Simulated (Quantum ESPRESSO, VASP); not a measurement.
The input files of a VASP run:

### KPOINTS
```
Automatic mesh
0
Gamma
 3 3 3
0 0 0
```

### POSCAR
```
PbO
1
    5.7907900000     0.0000000000     0.0000000000
    0.0000000000     5.9551200000     0.0000000000
    0.0000000000     0.0000000000     5.4517000000
Pb O
4 4
Direct
  0.4874030000   0.2674340000   0.7570700000
  0.5192330000   0.7173540000   0.2578150000
  0.0184230000   0.2736670000   0.2434890000
  0.9693490000   0.7298610000   0.7402400000
  0.1150690000   0.3756360000   0.8773030000
  0.8890730000   0.6164630000   0.3569890000
  0.3862950000   0.3954770000   0.3711090000
  0.6151550000   0.6241070000   0.8741040000
```

### INCAR
```
! general
SYSTEM  = PbO
PREC    = Accurate
ENCUT   = 400   ! plane-wave cut-off (eV)
LREAL   = .FALSE.   ! projection in real space or not
LASPH   = .TRUE.

! electronic loop
EDIFF   = 1E-6
NELM    = 100   ! most electronic steps
ALGO    = Normal   ! blocked Davidson
LMAXMIX = 4   ! l cut-off of mixed one-centre charges

! smearing
ISMEAR  = -1
SIGMA   = 0.01   ! width (eV)

! functional
GGA     = PS   ! PBEsol

! ions
ISIF    = 2   ! forces and stress, cell fixed

! output
LWAVE   = .FALSE.
LCHARG  = .FALSE.
```

POTCAR, in this order: Pb_d O (PBE.64 set). Program: vasp_std.

### Question
Write an input for Quantum ESPRESSO that does the same calculation.

### Answer
One input that does it (PBEsol, GBRV 1.5 ultrasoft (PBESOL) pseudopotentials):
```
&control
    calculation = 'scf'
    prefix = 'run'
    outdir = './work'
    pseudo_dir = './'
    tprnfor = .true.
    tstress = .true.
/
&system
    ibrav = 0
    nat = 8
    ntyp = 2
    ecutwfc = 40
    ecutrho = 200
    occupations = 'smearing'
    smearing = 'fermi-dirac'
    degauss = 0.000734986
/
&electrons
    conv_thr = 1.0d-10
    mixing_beta = 0.7
/
ATOMIC_SPECIES
Pb   207.2000  pb_pbesol_v1.uspp.F.UPF
O     15.9990  o_pbesol_v1.2.uspp.F.UPF
CELL_PARAMETERS angstrom
   5.7907900000     0.0000000000     0.0000000000
   0.0000000000     5.9551200000     0.0000000000
   0.0000000000     0.0000000000     5.4517000000
ATOMIC_POSITIONS angstrom
Pb    2.8224484184    1.5926015621    4.1273185190
Pb    3.0067692641    4.2719291525    1.4055300355
Pb    0.1066837242    1.6297198250    1.3274289813
Pb    5.6132964957    4.3464098383    4.0355664080
O     0.6663404145    2.2369574563    4.7827927651
O     5.1484350377    3.6711111406    1.9461969313
O     2.2369532230    2.3551129922    2.0231749353
O     3.5622334224    3.7166320778    4.7653527768
K_POINTS automatic
3 3 3  0 0 0
```
Both inputs were run and reached self-consistency, which says nothing on mesh or cut-off. Potentials, basis and cut-offs are each code's own, so they don't translate, and total energies aren't comparable.

The structure comes from a computed database's PbO entry; how it stands against other phases isn't given here. The cell was not relaxed at this level, atoms are displaced from their ideal sites, and it may have been scaled.
